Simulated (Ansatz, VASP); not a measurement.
# Cross-check of LiH between VASP and Ansatz

Aim: how closely do two programs agree when they are given the same cell, functional and k mesh? The cell is taken from a series of runs on this material, whose earlier steps may have relaxed, scaled, displaced or heated it; both programs get it as it stands.

Method: plane waves, with VASP 6.6.1 beside it; relaxation of cell and atoms at LDA, in Ansatz 0.2.0.

### Step 1. Set-up

It takes space group Fm-3m (No. 225, cubic). Conventional cell: a = 3.911 Å, b = 3.911 Å, c = 3.911 Å, α = 90.00°, β = 90.00°, γ = 90.00°. Nearest to Li lie 6 H at 1.96 Å. H has 6 Li at 1.96 Å nearest. Farther neighbours are not listed.

Structure file:

```
Li H
1.0
     0.00000    1.95529    1.95529
     1.95529    0.00000    1.95529
     1.95529    1.95529    0.00000
Li H
1 1
Direct
  0.00000 0.00000 0.00000
  0.50000 0.50000 0.50000
```

### Step 2. VASP: relaxation of cell and atoms, LDA

The relaxed volume is the usual yardstick between codes: in a stiff, nearly cubic crystal its relative difference is about their pressure difference at one cell divided by the bulk modulus.

Lines of VASP's logs that name or quote its potential files are left out, and so is its time.

INCAR reads:

```
SYSTEM = LiH
PREC = Accurate
ENCUT = 750
EDIFF = 1E-07
NELM = 120
ISMEAR = 0
SIGMA = 0.02
LREAL = .FALSE.
ALGO = Normal
GGA = CA
NBANDS = 8
LORBIT = 11
LWAVE = .FALSE.
LCHARG = .FALSE.
ISIF = 3
IBRION = 2
NSW = 80
EDIFFG = -0.005
LASPH = .TRUE.
GGA_COMPAT = .FALSE.
NELMIN = 4
EFERMI = MIDGAP
```

POSCAR reads:

```
LiH
1.0
    0.0000000000      1.9552890000      1.9552890000
    1.9552890000      0.0000000000      1.9552890000
    1.9552890000      1.9552890000      0.0000000000
Li H
1 1
Direct
    0.0000000000      0.0000000000      0.0000000000
    0.5000000000      0.5000000000      0.5000000000
```

KPOINTS reads:

```
Automatic mesh
0
Gamma
10 10 10
0 0 0
```

The projector-augmented-wave data sets are Li_sv and H (LDA family, release 64).

Command:

```console
mpirun -np 1 vasp_std
```

The log of the run:

```text
[banner, memory and clock lines left out]
running    1 mpi-ranks, on    1 nodes
 distrk:  each k-point on    1 cores,    1 groups
 distr:  one band on    1 cores,    1 groups

 POSCAR found type information on POSCAR LiH
 POSCAR found :  2 types and       2 ions
 LDA part: xc-table for (Slater(with rela. corr.)+CA(PZ))
 , standard interpolation
 POSCAR, INCAR and KPOINTS ok, starting setup
 FFT: planning ... GRIDC
 FFT: planning ... GRID_SOFT
 FFT: planning ... GRID
 WAVECAR not read
 entering main loop
       N       E                     dE             d eps       ncg     rms          rms(c)
DAV:   1    -0.234409261044E+01   -0.23441E+01   -0.16953E+03   760   0.541E+02
DAV:   2    -0.670033522900E+01   -0.43562E+01   -0.43562E+01  1040   0.539E+01
DAV:   3    -0.675469184687E+01   -0.54357E-01   -0.54357E-01   888   0.590E+00
DAV:   4    -0.675511886952E+01   -0.42702E-03   -0.42702E-03  1168   0.418E-01
DAV:   5    -0.675511907294E+01   -0.20341E-06   -0.20341E-06   944   0.858E-03    0.286E+00
DAV:   6    -0.656154404365E+01    0.19358E+00   -0.17332E-01   904   0.136E+00    0.141E+00
DAV:   7    -0.649555926018E+01    0.65985E-01   -0.21008E-01  1000   0.163E+00    0.206E-01
DAV:   8    -0.649629340117E+01   -0.73414E-03   -0.31866E-03   840   0.431E-01    0.454E-02
DAV:   9    -0.649623023654E+01    0.63165E-04   -0.22507E-04  1064   0.669E-02    0.435E-03
DAV:  10    -0.649622985700E+01    0.37954E-06   -0.41550E-06   880   0.175E-02    0.281E-03
DAV:  11    -0.649622990510E+01   -0.48098E-07   -0.72087E-08  1072   0.158E-03
   1 F= -.64962299E+01 E0= -.64962299E+01  d E =-.649623E+01
 curvature:   0.00 expect dE= 0.000E+00 dE for cont linesearch  0.000E+00
 trial: gam= 0.00000 g(F)=  0.289E-62 g(S)=  0.338E-04 ort = 0.000E+00 (trialstep = 0.100E+01)
 search vector abs. value=  0.338E-04
 bond charge predicted
       N       E                     dE             d eps       ncg     rms          rms(c)
DAV:   1    -0.649626574044E+01   -0.35883E-04   -0.23596E-04   896   0.114E-01    0.297E-02
DAV:   2    -0.649626090764E+01    0.48328E-05   -0.44019E-06   944   0.211E-02    0.172E-02
DAV:   3    -0.649625850031E+01    0.24073E-05   -0.44105E-06  1176   0.107E-02    0.100E-03
DAV:   4    -0.649625849217E+01    0.81434E-08   -0.52750E-08   632   0.261E-03
   2 F= -.64962585E+01 E0= -.64962585E+01  d E =-.285871E-04
 trial-energy change:   -0.000029  1 .order   -0.000029   -0.000034   -0.000024
 step:   3.5474(harm=  3.5474)  dis= 0.00000  next Energy=    -6.496290 (dE=-0.599E-04)
 bond charge predicted
       N       E                     dE             d eps       ncg     rms          rms(c)
DAV:   1    -0.649633675595E+01   -0.78256E-04   -0.15372E-03   896   0.293E-01    0.760E-02
DAV:   2    -0.649630487250E+01    0.31883E-04   -0.29196E-05   904   0.547E-02    0.440E-02
DAV:   3    -0.649628893609E+01    0.15936E-04   -0.29215E-05  1184   0.275E-02    0.262E-03
DAV:   4    -0.649628888986E+01    0.46228E-07   -0.39497E-07   832   0.695E-03
   3 F= -.64962889E+01 E0= -.64962889E+01  d E =-.589848E-04
 curvature:  -1.77 expect dE=-0.475E-07 dE for cont linesearch -0.475E-07
 trial: gam=-0.02738 g(F)=  0.517E-63 g(S)=  0.268E-07 ort = 0.951E-06 (trialstep = 0.151E+01)
 search vector abs. value=  0.121E-09
 reached required accuracy - stopping structural energy minimisation
```

From OUTCAR (step 2):

```text
ion  position               nearest neighbor table
   1  0.000  0.000  0.000-
   2  0.500  0.500  0.500-

  LATTYP: Found a face centered cubic cell.
 ALAT       =     3.9105780000

 Subroutine GETGRP returns: Found 48 space group operations
 (whereof 48 operations were pure point group operations)

The static configuration has the point symmetry O_h .

 Found     47 irreducible k-points:

   k-points           NKPTS =     47   k-points in BZ     NKDIM =     47   number of bands    NBANDS=      8

   dimension x,y,z NGX =    28 NGY =   28 NGZ =   28
   dimension x,y,z NGXF=    56 NGYF=   56 NGZF=   56

   ENCUT  =  750.0 eV  55.12 Ry    7.42 a.u.   6.17  6.17  6.17*2*pi/ulx,y,z

   NELECT =       4.0000    total number of electrons

 k-points in reciprocal lattice and weights: Automatic mesh
   0.00000000  0.00000000  0.00000000       0.001
   0.10000000  0.00000000  0.00000000       0.008
   0.20000000  0.00000000  0.00000000       0.008
   0.30000000  0.00000000  0.00000000       0.008
   0.40000000  0.00000000  0.00000000       0.008
   0.50000000  0.00000000  0.00000000       0.004
   0.10000000  0.10000000  0.00000000       0.006
   0.20000000  0.10000000  0.00000000       0.024
   0.30000000  0.10000000  0.00000000       0.024
[...]
-0.30000000  0.40000000  0.20000000       0.024
  -0.30000000  0.50000000  0.20000000       0.012

 average (electrostatic) potential at core
       1 -65.5536       2 -33.3175

 E-fermi :   1.8708

 k-point     1 :       0.0000    0.0000    0.0000
  band No.  band energies     occupation
      1     -42.8030      2.00000
      2      -5.2629      2.00000
      3      17.7806      0.00000
      4      18.8212      0.00000
      5      18.8212      0.00000
      6      18.8212      0.00000
      7      23.8135      0.00000
    ...

 k-point     2 :       0.1000    0.0000    0.0000
  band No.  band energies     occupation
      1     -42.7962      2.00000
      2      -5.0837      2.00000
      3      15.8318      0.00000
      4      18.1460      0.00000
      5      18.4107      0.00000
      6      18.4107      0.00000
      7      23.2488      0.00000
    ...

 k-point     3 :       0.2000    0.0000    0.0000
  band No.  band energies     occupation
      1     -42.7785      2.00000
      2      -4.5599      2.00000
      3      12.2298      0.00000
      4      16.9311      0.00000
      5      17.7447      0.00000
      6      17.7447      0.00000
      7      24.1534      0.00000
    ...

  Total       -0.0006084     -0.0006084     -0.0006084     -0.0000000     -0.0000000      0.0000000
  in kB       -0.0655590     -0.0655590     -0.0655590     -0.0000000     -0.0000000      0.0000000
  external PRESSURE =      -0.0655590 kB  Pullay stress =       0.0000000 kB

  energy-cutoff  :      750.00
  volume of cell :       14.87
      direct lattice vectors                 reciprocal lattice vectors
    -0.000000000  1.951675710  1.951675710    -0.256190102  0.256190102  0.256190102
     1.951675710 -0.000000000  1.951675710     0.256190102 -0.256190102  0.256190102
     1.951675710  1.951675710  0.000000000     0.256190102  0.256190102 -0.256190102

 POSITION                                       TOTAL-FORCE (eV/Angst)
 -----------------------------------------------------------------------------------
      0.00000      0.00000      0.00000        -0.000000      0.000000      0.000000
      1.95168      1.95168      1.95168         0.000000     -0.000000     -0.000000
 -----------------------------------------------------------------------------------
    total drift:                                0.000000      0.000000      0.000000

  FREE ENERGIE OF THE ION-ELECTRON SYSTEM (eV)
  ---------------------------------------------------
  free  energy   TOTEN  =        -6.4962888899 eV

  energy  without entropy=       -6.4962888899  energy(sigma->0) =       -6.49628889

 reached required accuracy - stopping structural energy minimisation

 total charge
# of ion       s       p       d       tot
------------------------------------------
    1        2.025   0.089   0.000   2.114
    2        0.533   0.002   0.000   0.535
--------------------------------------------------
tot          2.558   0.091   0.000   2.649

[... 3 further parts left out ...]
```

CONTCAR:

```
LiH
   1.00000000000000
    -0.0000000000000000    1.9516757102964051    1.9516757102964051
     1.9516757102964051   -0.0000000000000000    1.9516757102964051
     1.9516757102964051    1.9516757102964051    0.0000000000000000
  Li              H
     1     1
Direct
     0.0000000000000000    0.0000000000000000    0.0000000000000000
     0.5000000000000000    0.5000000000000000    0.5000000000000000
```

### Step 3. Ansatz: relaxation of cell and atoms, LDA

Ansatz runs on its default PAW (the set named soft_2) files.

The same cell, functional (in two slightly different forms), mesh and smearing now go to Ansatz, which takes its cutoff from its data sets.

input.yaml reads:

```yaml
crystal:
  lattice:
    - [0.0, 1.9552886814, 1.9552886814]
    - [1.9552886814, 0.0, 1.9552886814]
    - [1.9552886814, 1.9552886814, 0.0]
  atoms:
    - { symbol: Li, position: [0.0, 0.0, 0.0] }
    - { symbol: H, position: [0.5, 0.5, 0.5] }
kpoints:
  mp_grid: { grid: [10, 10, 10] }
hamiltonian:
  xc: lda
scf:
  occupations: { method: gaussian, width: 0.02 }
output:
  forces: true
  stress: true
  eigenvalues: true
  write_density: true
  write_potential: true
  elf: true
  volumetric_format: npy
relax:
  adjacent_minimum: "off"
  f_tol: 0.005
  max_steps: 80
  cell: { stress_tol: 0.05 }
```

Command:

```console
ansatz run input.yaml --threads 8 --pin off --max-ram 16384MiB --backend cpu --events-out ev --progress --plain --runs-dir out
```

The log of the run:

```text
Engine: ansatz 0.2.0, aarch64-unknown-linux-gnu
Pseudopotentials: kind: paw
Pseudopotential: Li, paw, valence charge 3, recommended cutoff 420 eV (normal), Li.paw.azcp
Pseudopotential: H, paw, valence charge 1, recommended cutoff 420 eV (normal), H.paw.azcp
Functional definition: SPW92
  exchange = slater_x
  correlation = pw_c
Crystal: 2 atoms, lattice volume = 14.951 Å³
Basis set: ecut = 420 eV, 283 PW (Γ)
Bands: 6, of which v1, the nominal top of the filled ones, is band 2 counted from 1 (1 counted from 0)
Symmetry: 48 space group operations
Space group: Fm-3m (ITA 225), of the structure as read, at distance tolerance 2.5e-5 Å
k-points: 47 of 1000
Non-local potential: Li, projectors of the file, l = 0: 3, l = 1: 2, l = 2: 1
Non-local potential: H, projectors of the file, l = 0: 2, l = 1: 1
PAW form: soft (Blöchl's): semilocal exchange-correlation on the pseudo side does not see the compensation charge
PAW one-centre angular grid: Li, 110 points (default); XC on 64 Gauss nodes
PAW one-centre angular grid: H, 110 points (default); XC on 64 Gauss nodes
Initial density: superposition of atomic densities (neutral atoms: chi_scale 0, normalization atom), corrected by the library's trained network
Initial wavefunctions: pseudopotential atomic-orbital guess
Functional: x = slater, c = lda
SCF iter   1: F=—  HF=-218.224410 eV  |F-HF|=—  |Δ(HF+E_count)|=         —  Δρ=1.27e-2  dr2=1.48e-2  ethr=1.77e-3  ⟨swp⟩=4.3  Hψ=2274  notcnv=0
preconditioner: auto → none  [insulator: Δε(μ)=2.410 eV  Ē_g=14.485 eV  σ=0.020 eV  W_gap=1.00  n_scr=0 (ndim 8)  ℏωp=13.6 eV  f_vac=0.000  D(μ)=0.00/eV (n_scr^D=0)  ε∞_Penn≈1.9]
SCF iter   2: F=—  HF=-218.215793 eV  |F-HF|=—  |Δ(HF+E_count)|=   8.62e-3  Δρ=4.49e-3  dr2=1.70e-3  ethr=3.71e-4  ⟨swp⟩=1.9  Hψ=735  notcnv=0
SCF iter   3: F=—  HF=-218.214455 eV  |F-HF|=—  |Δ(HF+E_count)|=   1.34e-3  Δρ=1.59e-4  dr2=2.06e-6  ethr=4.26e-5  ⟨swp⟩=2.3  Hψ=533  notcnv=0
SCF iter   4: F=—  HF=-218.214454 eV  |F-HF|=—  |Δ(HF+E_count)|=   5.64e-7  Δρ=2.03e-5  dr2=3.91e-8  ethr=5.14e-8  ⟨swp⟩=2.2  Hψ=375  notcnv=0
iter 5 did not close the SCF: its close was put off for the readings that it lacked (scf_convergence_deferred on its scf_iter line)
SCF iter   5: F=-218.214454 eV  HF=-218.214454 eV  |F-HF|=1.27e-10  |Δ(HF+E_count)|=   2.58e-8  Δρ=2.84e-6  dr2=9.16e-10  ethr=9.78e-10  ⟨swp⟩=1.1  Hψ=286  notcnv=0
SCF iter   6: F=-218.214454 eV  HF=-218.214454 eV  |F-HF|=1.99e-13  |Δ(HF+E_count)|=  1.85e-11  Δρ=8.45e-8  dr2=4.07e-13  ethr=2.29e-11  ⟨swp⟩=3.1  Hψ=937  notcnv=0
SCF 1 converged in 6 iterations: F = -218.214454 eV  dr2 = 4.07e-13
  greatest PAW one-centre occupation: 1.000 electrons in one spin orbital (limit 2), on the Li atom at site 0 (counted from 0), in its partial waves of l = 0
relax step   1: F+E_penalty+E_count = -218.21445413 eV  Δ(F+E_penalty+E_count) = +0.000e0 eV  max|allowed force component| = 6.800e-31 eV/Å  Δτ_max = 0.0000 Å  P = -0.050 GPa  Ω = 14.951 Å³  (6 SCF iters, accepted)
Initial density: handed on by an earlier stage of this run
Initial wavefunctions: pseudopotential atomic-orbital guess (no wavefunctions were taken with the density)
iter 1 solved again at ethr=8.43e-8 eV; its pass at ethr=3.10e-3 eV (dr2=3.37e-6 eV) is discarded
SCF iter   1: F=—  HF=-218.214456 eV  |F-HF|=—  |Δ(HF+E_count)|=         —  Δρ=1.07e-7  dr2=6.65e-13  ethr=8.43e-8  ⟨swp⟩=2.6  Hψ=3050  notcnv=0
eigensolver tolerance schedule: the retry pair's looser diagonalisation over-reported the residual by 5068234.41 of it (diagonalisation noise at an unbounded share of the residual, at the tolerance the schedule requests for it); recorded, not acted on — ethr = c·dr2/N_el stays at c = 1.0e-1
preconditioner: auto → none  [insulator: Δε(μ)=2.541 eV  Ē_g=14.544 eV  σ=0.020 eV  W_gap=1.00  n_scr=0 (ndim 8)  ℏωp=13.6 eV  f_vac=0.000  D(μ)=0.00/eV (n_scr^D=0)  ε∞_Penn≈1.9]
SCF iter   2: F=—  HF=-218.214454 eV  |F-HF|=—  |Δ(HF+E_count)|=   1.45e-6  Δρ=4.52e-8  dr2=9.60e-14  ethr=1.00e-12  ⟨swp⟩=5.0  Hψ=1096  notcnv=0
SCF iter   3: F=-218.214454 eV  HF=-218.214454 eV  |F-HF|=2.84e-14  |Δ(HF+E_count)|=  5.68e-14  Δρ=2.75e-8  dr2=3.73e-14  ethr=1.00e-12  ⟨swp⟩=2.0  Hψ=799  notcnv=0
SCF 2 converged in 3 iterations: F = -218.214454 eV  dr2 = 3.73e-14
relax step   2: F+E_penalty+E_count = -218.21445413 eV  Δ(F+E_penalty+E_count) = +2.842e-14 eV  max|allowed force component| = 5.896e-31 eV/Å  Δτ_max = 0.0000 Å  P = -0.050 GPa  Ω = 14.951 Å³  stress off target by 4.97e-2 GPa  SCF on the basis re-selected at this cell (its energy is not comparable with the rows above)  (3 SCF iters)
basis re-selected at this cell: Δ(F+E_penalty+E_count) = +2.842e-14 eV, ΔP = +0.000 GPa vs the last step (what re-selecting the basis moved, of the pressure what is left beyond the Pulay correction that the steps carried, after the strain that the cell walked since its last selection, with what the two solves' SCF thresholds leave and, on support functions, any second-order correction that the steps lacked; it is no  [...]
SCF converged after 3 iterations
Free energy (F): -218.214454 eV
Harris-Foulkes:  -218.214454 eV  (|F-HF|=2.84e-14)
Internal energy: -218.214454 eV  (E = F + TS)
E sigma→0 (E₀):  -218.214454 eV
Fermi energy:    2.406086 eV
--- Per-component energies (eV) ---
  E_band       = -87.346077
  E_kinetic    = 36.057723
  E_local      = -120.874996  (includes V_loc(G=0)·N_el)
  E_nonlocal   = -31.569128
  E_hartree    = 33.597661
  E_xc         = -19.979463
  E_vxc        = -26.064376  (∫ρ·V_xc dr)
  E_paw        = -18.994622  (= ΣΔE_a)
  E_vpaw       = -12.089520  (= ΣTr[D̂ρ^β])
  E_aug_tail   = -0.001102  (compensation charges beyond the density's cutoff)
  E_ewald      = -96.450526
  E_smearing   = -0.000000  (= −TS)
  E_closure    = 0.000000  (closes the sum)
  Σ components = -218.214454   (vs F -218.214454, Δ=0.00e0)
--- Forces (eV/Å), atoms counted from 1 ---
  atom   1  Li    -0.00000000     0.00000000    -0.00000000
  atom   2  H      0.00000000    -0.00000000     0.00000000
  max |Σ_I F_I| component: 1.06e-30 eV/Å
--- Stress (GPa, compression-positive) ---
       -0.049703       0.000000       0.000000
        0.000000      -0.049703      -0.000000
        0.000000       0.000000      -0.049703
  P = ⅓ Tr σ = -0.0497 GPa (-0.497 kbar)
--- Band table (eV; the first three rows and the last of 47) ---
  k-point 0: bands = ["-42.2502", "-4.7032", "18.2570", "19.2867", "19.2867", "19.2867"]
  k-point 1: bands = ["-42.2436", "-4.5256", "16.3148", "18.6152", "18.8792", "18.8792"]
  k-point 2: bands = ["-42.2263", "-4.0040", "12.7266", "17.4032", "18.2172", "18.2172"]
  k-point 46: bands = ["-42.1597", "0.8623", "5.2166", "7.1222", "13.1052", "19.1908"]
--- Relaxed structure (1 steps of the walk, 1 accepted, 1 SCFs on fresh bases) ---
  F+E_penalty+E_count = -218.21445413 eV   max|allowed force component| = 5.896e-31 eV/Å   (the final SCF, on the basis selected at the relaxed cell)
  cell:  # Å, volume = 14.9507 Å³
    - [0.0, 1.9552886814, 1.9552886814]
    - [1.9552886814, 0.0, 1.9552886814]
    - [1.9552886814, 1.9552886814, 0.0]
  atoms:
    - { symbol: Li, position: [0.0, 0.0, 0.0] }
    - { symbol: H, position: [0.5, 0.5, 0.5] }
```

In the SCF lines HF is the Harris–Foulkes energy and dr2 the Hartree energy of the density residual, in eV; the loop may stop once dr2 is under the threshold and the program's other checks hold. Hψ counts applications of the Hamiltonian.

### Step 4. Side by side

Known differences besides the potentials themselves: the two LDA forms differ slightly; the cutoff is 420 eV in Ansatz and 750 eV in VASP; VASP's log shows a relativistic correction to its local exchange, Ansatz's none; Ansatz adds a Pulay correction to the stress that steers its cell, VASP none. Total energies have different zeros and are not compared.

Both answers:

```
                                         quantity  Ansatz   VASP  difference
                                      volume (Å³)   14.95  14.87     +0.56 %
edge a after relaxation, in the typed setting (Å)   2.765  2.760     +0.18 %
```

### Step 5. Outcome

* difference in volume (relaxation of cell and atoms, LDA): 0.56 %

What this shows: The difference in volume is 0.56 % (relaxation of cell and atoms, LDA), within the 1.2 % picked in this series as the mark of a large difference, as far as the stopping tolerances let one tell. How closely two codes agree says nothing of how well the functional describes the real material.

[Lines on the potential files, build, host, timing and source positions are cut from VASP's logs without a mark.]

[Logs are printed without paths, hosts, clocks, repeated set-up lines and the standing remarks that a program may print on its own settings, such as how far it seeks lower states.]

[Hosts, paths, dates, database ids (printed as entryN), source tags and the programs' standing remarks are cut or masked in the printed files.]
